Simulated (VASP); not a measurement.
Computed with PBEsol GGA, VASP's PBE PAW potentials (set 64) (plane waves; VASP).

A VASP calculation is set up with these files.

KPOINTS:
```
kpoints
0
Gamma
  8 8 8
0 0 0
```

### INCAR
```
SYSTEM = LaTe
PREC = Accurate
ENCUT = 400
EDIFF = 1E-6
NELM = 100
ALGO = Normal
LREAL = .FALSE.
LASPH = .TRUE.
ISMEAR = 1
SIGMA = 0.1
GGA = PS
LMAXMIX = 6
LWAVE = .FALSE.
LCHARG = .FALSE.
IBRION = 2
ISIF = 3
NSW = 60
EDIFFG = -0.01
```

File POSCAR:
```
LaTe
1.0
  4.4850000000   0.0000000000   0.0000000000
  0.0000000000   4.4850000000   0.0000000000
  0.0000000000   0.0000000000   4.4850000000
La Te
1 1
Cart
  0.0000000000   0.0000000000   0.0000000000
  2.2425000000   2.2425000000   2.2425000000
```

POTCAR, in this order: La Te (PBE.64 set). Program: vasp_std.

Output of the run:

**OUTCAR**
```
 ion  position               nearest neighbor table
   1  0.000  0.000  0.000-
   2  0.500  0.500  0.500-
  LATTYP: Found a simple cubic cell.
 ALAT       =     4.4850000000
 Subroutine PRICEL returns:
 Original cell was already a primitive cell.
 Subroutine GETGRP returns: Found 48 space group operations
The static configuration has the point symmetry O_h .
The dynamic configuration has the point symmetry O_h .
 Subroutine INISYM returns: Found 48 space group operations
 Subroutine IBZKPT returns following result:
 Found     35 irreducible k-points:

 Following reciprocal coordinates:
            Coordinates               Weight
  0.000000  0.000000  0.000000      1.000000
  0.125000  0.000000  0.000000      6.000000
  0.250000  0.000000  0.000000      6.000000
  0.375000  0.000000  0.000000      6.000000
  0.500000  0.000000  0.000000      3.000000
  0.125000  0.125000  0.000000     12.000000
  0.250000  0.125000  0.000000     24.000000
  0.375000  0.125000  0.000000     24.000000
  0.500000  0.125000  0.000000     12.000000
...
```

File OSZICAR:
```
       N       E                     dE             d eps       ncg     rms          rms(c)
DAV:   1     0.145511543513E+03    0.14551E+03   -0.46910E+03   840   0.119E+03
DAV:   2     0.446443046978E+01   -0.14105E+03   -0.13902E+03  1216   0.229E+02
DAV:   3    -0.885657381003E+01   -0.13321E+02   -0.13226E+02  1060   0.102E+02
DAV:   4    -0.100414076056E+02   -0.11848E+01   -0.10714E+01  1544   0.269E+01
DAV:   5    -0.102459438296E+02   -0.20454E+00   -0.18564E+00  1220   0.699E+00    0.225E+00
DAV:   6    -0.102601364506E+02   -0.14193E-01   -0.13121E+00  1472   0.521E+00    0.174E+00
DAV:   7    -0.102566405173E+02    0.34959E-02   -0.19288E-01  1612   0.269E+00    0.966E-01
DAV:   8    -0.102576994283E+02   -0.10589E-02   -0.23501E-02  1160   0.102E+00    0.380E-01
DAV:   9    -0.102595746864E+02   -0.18753E-02   -0.11156E-02  1440   0.812E-01    0.149E-01
DAV:  10    -0.102599796898E+02   -0.40500E-03   -0.18771E-03  1536   0.273E-01    0.896E-02
DAV:  11    -0.102602011685E+02   -0.22148E-03   -0.81758E-04  1196   0.211E-01    0.270E-02
DAV:  12    -0.102602321137E+02   -0.30945E-04   -0.28652E-04  1656   0.117E-01    0.194E-02
DAV:  13    -0.102602347888E+02   -0.26751E-05   -0.17161E-05  1224   0.269E-02    0.615E-03
DAV:  14    -0.102602356355E+02   -0.84678E-06   -0.18716E-05  1520   0.291E-02    0.235E-03
DAV:  15    -0.102602356711E+02   -0.35586E-07   -0.13541E-06   864   0.960E-03
   1 F= -.10260236E+02 E0= -.10259262E+02  d E =-.102602E+02
       N       E                     dE             d eps       ncg     rms          rms(c)
DAV:   1    -0.312935770412E+02   -0.21033E+02   -0.64772E+02   988   0.309E+02    0.278E+01
DAV:   2    -0.166248603555E+02    0.14669E+02   -0.33309E+01  1308   0.819E+01    0.117E+01
DAV:   3    -0.116581054031E+02    0.49668E+01   -0.18672E+01  1360   0.407E+01    0.666E+00
DAV:   4    -0.118341058444E+02   -0.17600E+00   -0.21848E+00  1380   0.203E+01    0.441E+00
DAV:   5    -0.118670334394E+02   -0.32928E-01   -0.19041E-01  1480   0.325E+00    0.137E+00
DAV:   6    -0.118771652721E+02   -0.10132E-01   -0.84570E-02  1572   0.267E+00    0.413E-01
DAV:   7    -0.118808849924E+02   -0.37197E-02   -0.30429E-02  1328   0.245E+00    0.416E-01
DAV:   8    -0.118782484766E+02    0.26365E-02   -0.11326E-02  1340   0.150E+00    0.663E-02
DAV:   9    -0.118782953675E+02   -0.46891E-04   -0.50682E-04  1456   0.180E-01    0.199E-02
DAV:  10    -0.118783124168E+02   -0.17049E-04   -0.13814E-04  1256   0.101E-01    0.137E-02
DAV:  11    -0.118783136816E+02   -0.12648E-05   -0.22021E-05  1512   0.370E-02    0.353E-03
DAV:  12    -0.118783135988E+02    0.82808E-07   -0.63025E-07   864   0.683E-03
   2 F= -.11878314E+02 E0= -.11878078E+02  d E =-.161808E+01
       N       E                     dE             d eps       ncg     rms          rms(c)
DAV:   1    -0.119952394837E+02   -0.11693E+00   -0.30725E+00  1048   0.187E+01    0.162E+00
DAV:   2    -0.119158918053E+02    0.79348E-01   -0.34389E-01  1500   0.904E+00    0.737E-01
DAV:   3    -0.118948876345E+02    0.21004E-01   -0.82927E-02  1332   0.322E+00    0.128E-01
DAV:   4    -0.118946926613E+02    0.19497E-03   -0.58430E-03  1572   0.683E-01    0.130E-01
DAV:   5    -0.118947479842E+02   -0.55323E-04   -0.54864E-04  1404   0.220E-01    0.607E-02
DAV:   6    -0.118948088803E+02   -0.60896E-04   -0.37611E-04  1456   0.176E-01    0.169E-02
DAV:   7    -0.118948195939E+02   -0.10714E-04   -0.90073E-05  1296   0.799E-02    0.137E-02
DAV:   8    -0.118948218241E+02   -0.22301E-05   -0.11637E-05  1512   0.500E-02    0.511E-03
DAV:   9    -0.118948225855E+02   -0.76145E-06   -0.42077E-06  1084   0.178E-02
   3 F= -.11894823E+02 E0= -.11894501E+02  d E =-.163459E+01
```

File OUTCAR:
```
------------------------ aborting loop because EDIFF is reached ----------------------------------------
  FORCE on cell =-STRESS in cart. coord.  units (eV):
  Direction    XX          YY          ZZ          XY          YZ          ZX
  --------------------------------------------------------------------------------------
  Total        0.0097279      0.0097279      0.0097279      0.0000000      0.0000000      0.0000000
  in kB        0.2687615      0.2687615      0.2687615      0.0000000      0.0000000      0.0000000
  external PRESSURE =       0.2687615 kB  Pullay stress =       0.0000000 kB
  volume of cell :       57.99
      direct lattice vectors                 reciprocal lattice vectors
     3.870681192  0.000000000  0.000000000     0.258352458 -0.000000000 -0.000000000
     0.000000000  3.870681192 -0.000000000    -0.000000000  0.258352458 -0.000000000
     0.000000000  0.000000000  3.870681192    -0.000000000  0.000000000  0.258352458
 POSITION                                       TOTAL-FORCE (eV/Angst)
 -----------------------------------------------------------------------------------
      0.00000      0.00000      0.00000         0.000000     -0.000000      0.000000
      1.93534      1.93534      1.93534        -0.000000      0.000000      0.000000
 -----------------------------------------------------------------------------------
    total drift:                               -0.000000     -0.000000     -0.000000
  FREE ENERGIE OF THE ION-ELECTRON SYSTEM (eV)
  ---------------------------------------------------
  free  energy   TOTEN  =       -11.8948225855 eV

  energy  without entropy=      -11.8938566861  energy(sigma->0) =      -11.89450062

 reached required accuracy - stopping structural energy minimisation
```
(Selected blocks of OUTCAR.)

File CONTCAR:
```
LaTe
   1.00000000000000
     3.8706811922241400    0.0000000000000000    0.0000000000000000
     0.0000000000000000    3.8706811922241400   -0.0000000000000000
     0.0000000000000000    0.0000000000000000    3.8706811922241400
  La              Te
     1     1
Direct
     0.0000000000000000    0.0000000000000000    0.0000000000000000
     0.5000000000000000    0.5000000000000000    0.5000000000000000
```

Energy and stress use the plane-wave basis of the starting cell.

The structure was generated: LaTe was put into the CsCl type type (Pm-3m), which need not be its known phase. This run relaxes it. Symmetry was kept, so distortions that lower it aren't found. The electron count is odd and the run is not spin-polarised, which forces a metal.
